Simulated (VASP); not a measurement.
Output of a VASP run:

### OUTCAR
```
 ion  position               nearest neighbor table
   1  0.000  0.000  0.000-
  LATTYP: Found a face centered cubic cell.
 ALAT       =     4.9594954806
 Subroutine PRICEL returns:
 Original cell was already a primitive cell.
 Subroutine GETGRP returns: Found 48 space group operations
The static configuration has the point symmetry O_h .
The dynamic configuration has the point symmetry O_h .
 Subroutine INISYM returns: Found 48 space group operations
 Subroutine IBZKPT returns following result:
 Found    104 irreducible k-points:

 Following reciprocal coordinates:
            Coordinates               Weight
  0.000000  0.000000  0.000000      1.000000
  0.071429  0.000000  0.000000      8.000000
  0.142857  0.000000  0.000000      8.000000
  0.214286  0.000000  0.000000      8.000000
  0.285714  0.000000  0.000000      8.000000
  0.357143  0.000000  0.000000      8.000000
  0.428571  0.000000  0.000000      8.000000
  0.500000  0.000000  0.000000      4.000000
  0.071429  0.071429  0.000000      6.000000
  0.142857  0.071429  0.000000     24.000000
  0.214286  0.071429  0.000000     24.000000
  0.285714  0.071429  0.000000     24.000000
  0.357143  0.071429  0.000000     24.000000
  0.428571  0.071429  0.000000     24.000000
  0.500000  0.071429  0.000000     24.000000
 -0.428571  0.071429  0.000000     24.000000
 -0.357143  0.071429  0.000000     24.000000
 -0.285714  0.071429  0.000000     24.000000
 -0.214286  0.071429  0.000000     24.000000
 -0.142857  0.071429  0.000000     24.000000
 -0.071429  0.071429  0.000000     12.000000
  0.142857  0.142857  0.000000      6.000000
  0.214286  0.142857  0.000000     24.000000
  0.285714  0.142857  0.000000     24.000000
  0.357143  0.142857  0.000000     24.000000
  0.428571  0.142857  0.000000     24.000000
  0.500000  0.142857  0.000000     24.000000
 -0.428571  0.142857  0.000000     24.000000
 -0.357143  0.142857  0.000000     24.000000
 -0.285714  0.142857  0.000000     24.000000
 -0.214286  0.142857  0.000000     24.000000
 -0.142857  0.142857  0.000000     12.000000
  0.214286  0.214286  0.000000      6.000000
  0.285714  0.214286  0.000000     24.000000
  0.357143  0.214286  0.000000     24.000000
  0.428571  0.214286  0.000000     24.000000
  0.500000  0.214286  0.000000     24.000000
 -0.428571  0.214286  0.000000     24.000000
 -0.357143  0.214286  0.000000     24.000000
 -0.285714  0.214286  0.000000     24.000000
   k-points           NKPTS =    104   k-points in BZ     NKDIM =    104   number of bands    NBANDS=     11
   number of dos      NEDOS =    601   number of ions     NIONS =      1
   total plane-waves  NPLWV =  21952
   dimension x,y,z NGX =    28 NGY =   28 NGZ =   28
   dimension x,y,z NGXF=    56 NGYF=   56 NGZF=   56
   ions per type =               1
   PREC   = accura    normal or accurate (medium, high low for compatibility)
   ISTART =      0    job   : 0-new  1-cont  2-samecut
   ICHARG =      2    charge: 1-file 2-atom 10-const
   ISPIN  =      1    spin polarized calculation?
   LNONCOLLINEAR =      F non collinear calculations
   LSORBIT =      F    spin-orbit coupling
   INIWAV =      1    electr: 0-lowe 1-rand  2-diag
   ENCUT  =  520.0 eV  38.22 Ry    6.18 a.u.   6.52  6.52  6.52*2*pi/ulx,y,z
   NELM   =    100;   NELMIN=  2; NELMDL= -5     # of ELM steps
   EDIFF  = 0.1E-06   stopping-criterion for ELM
   LREAL  =      F    real-space projection
   NLSPLINE    = F    spline interpolate recip. space projectors
   LMAXMIX     =    4 max onsite mixed and CHGCAR
   VOSKOWN=      0    Vosko Wilk Nusair interpolation
   EDIFFG = 0.1E-05   stopping-criterion for IOM
   NSW    =      0    number of steps for IOM
   NBLOCK =      1;   KBLOCK =      1    inner block; outer block
   IBRION =     -1    ionic relax: 0-MD 1-quasi-New 2-CG
   NFREE  =      0    steps in history (QN), initial steepest desc. (CG)
...
```

### OSZICAR
```
       N       E                     dE             d eps       ncg     rms          rms(c)
DAV:   1     0.341924182035E+02    0.34192E+02   -0.76164E+03  2303   0.153E+03
DAV:   2    -0.741816927839E+02   -0.10837E+03   -0.10622E+03  2354   0.341E+02
DAV:   3    -0.789552657547E+02   -0.47736E+01   -0.47355E+01  2721   0.836E+01
DAV:   4    -0.790668101489E+02   -0.11154E+00   -0.11154E+00  2770   0.141E+01
DAV:   5    -0.790711121666E+02   -0.43020E-02   -0.43012E-02  2864   0.251E+00    0.152E+00
DAV:   6    -0.756377147645E+02    0.34334E+01   -0.23736E+00  2645   0.383E+01    0.651E-01
DAV:   7    -0.757023552525E+02   -0.64640E-01   -0.20739E-01  2585   0.105E+01    0.986E-02
DAV:   8    -0.757475838819E+02   -0.45229E-01   -0.89463E-02  2288   0.386E+00    0.935E-02
DAV:   9    -0.757477569586E+02   -0.17308E-03   -0.36156E-03  2738   0.127E+00    0.660E-02
DAV:  10    -0.757379651343E+02    0.97918E-02   -0.14673E-02  2306   0.171E+00    0.556E-02
DAV:  11    -0.757381555011E+02   -0.19037E-03   -0.23276E-04  2795   0.255E-01    0.405E-02
DAV:  12    -0.757379589369E+02    0.19656E-03   -0.28833E-05  2666   0.991E-02    0.357E-02
DAV:  13    -0.757374526153E+02    0.50632E-03   -0.57041E-04  2351   0.338E-01    0.660E-03
DAV:  14    -0.757377150734E+02   -0.26246E-03   -0.44306E-04  2318   0.271E-01    0.282E-03
DAV:  15    -0.757377181751E+02   -0.31017E-05   -0.23670E-05  2708   0.864E-02    0.143E-03
DAV:  16    -0.757377209589E+02   -0.27838E-05   -0.53278E-07  2540   0.819E-03    0.125E-03
DAV:  17    -0.757377238697E+02   -0.29108E-05   -0.46811E-07  2360   0.836E-03    0.776E-04
DAV:  18    -0.757377303547E+02   -0.64850E-05   -0.91870E-08  2007   0.377E-03    0.188E-04
DAV:  19    -0.757377298581E+02    0.49656E-06   -0.15771E-08  1219   0.204E-03    0.165E-04
DAV:  20    -0.757377304357E+02   -0.57758E-06   -0.50995E-09  1168   0.108E-03    0.975E-05
DAV:  21    -0.757377307822E+02   -0.34647E-06   -0.80713E-09  1162   0.118E-03    0.321E-05
DAV:  22    -0.757377308011E+02   -0.18921E-07   -0.63193E-10  1156   0.447E-04
   1 F= -.75737731E+02 E0= -.75737731E+02  d E =0.000000E+00
       N       E                     dE             ncg
```

File OUTCAR:
```
------------------------ aborting loop because EDIFF is reached ----------------------------------------
  FORCE on cell =-STRESS in cart. coord.  units (eV):
  Direction    XX          YY          ZZ          XY          YZ          ZX
  --------------------------------------------------------------------------------------
  Total        0.0504265      0.0504265      0.0504265     -0.0000000      0.0000000     -0.0000000
  in kB        2.6492128      2.6492128      2.6492128     -0.0000000      0.0000000     -0.0000000
  external PRESSURE =       2.6492128 kB  Pullay stress =       0.0000000 kB
  volume of cell :       30.50
      direct lattice vectors                 reciprocal lattice vectors
     0.000000000  2.479747740  2.479747740    -0.201633413  0.201633413  0.201633413
     2.479747740  0.000000000  2.479747740     0.201633413 -0.201633413  0.201633413
     2.479747740  2.479747740  0.000000000     0.201633413  0.201633413 -0.201633413
 POSITION                                       TOTAL-FORCE (eV/Angst)
 -----------------------------------------------------------------------------------
      0.00000      0.00000      0.00000         0.000000      0.000000      0.000000
 -----------------------------------------------------------------------------------
    total drift:                               -0.000000     -0.000000     -0.000000
  FREE ENERGIE OF THE ION-ELECTRON SYSTEM (eV)
  ---------------------------------------------------
  free  energy   TOTEN  =       -75.7377308011 eV

  energy  without entropy=      -75.7377308011  energy(sigma->0) =      -75.73773080

 total charge

# of ion       s       p       d       tot
------------------------------------------
    1        1.440   0.745   9.796  11.981
```
(Selected blocks of OUTCAR.)

### POSCAR
```
Pb
1
   -0.0000000000     2.4797477403     2.4797477403
    2.4797477403    -0.0000000000     2.4797477403
    2.4797477403     2.4797477403     0.0000000000
Pb
1
Direct
  0.0000000000   0.0000000000   1.0000000000
```

**Question.** Reconstruct the remaining input files.

**Answer.** One answer among several that fit: the input of the run itself, SCAN meta-GGA, plane waves, VASP's PBE PAW potentials (set 64).

**INCAR**
```
SYSTEM = Pb
PREC = Accurate
ENCUT = 520
EDIFF = 1E-7
NELM = 100
ALGO = Normal
LREAL = .FALSE.
LASPH = .TRUE.
ISMEAR = -5
METAGGA = SCAN
LMIXTAU = .TRUE.
LMAXMIX = 4
LWAVE = .FALSE.
LCHARG = .FALSE.
LORBIT = 11
NEDOS = 601
ISIF = 2
```

### KPOINTS
```
Automatic mesh
0
Gamma
14 14 14
0 0 0
```

### KPOINTS_OPT
```
k-points along high-symmetry lines
10
Line-mode
Reciprocal
  0.000000   0.000000   0.000000 ! GAMMA
  0.500000   0.000000   0.500000 ! X

  0.500000   0.000000   0.500000 ! X
  0.625000   0.250000   0.625000 ! U

  0.375000   0.375000   0.750000 ! K
  0.000000   0.000000   0.000000 ! GAMMA

  0.000000   0.000000   0.000000 ! GAMMA
  0.500000   0.500000   0.500000 ! L

  0.500000   0.500000   0.500000 ! L
  0.500000   0.250000   0.750000 ! W

  0.500000   0.250000   0.750000 ! W
  0.500000   0.000000   0.500000 ! X
```

POTCAR, in this order: Pb_d (PBE.64 set). Program: vasp_std.

For a metal the tetrahedron method with Blöchl corrections gives inexact stress and forces.

The compound is Pb in the fcc structure. It was relaxed first.
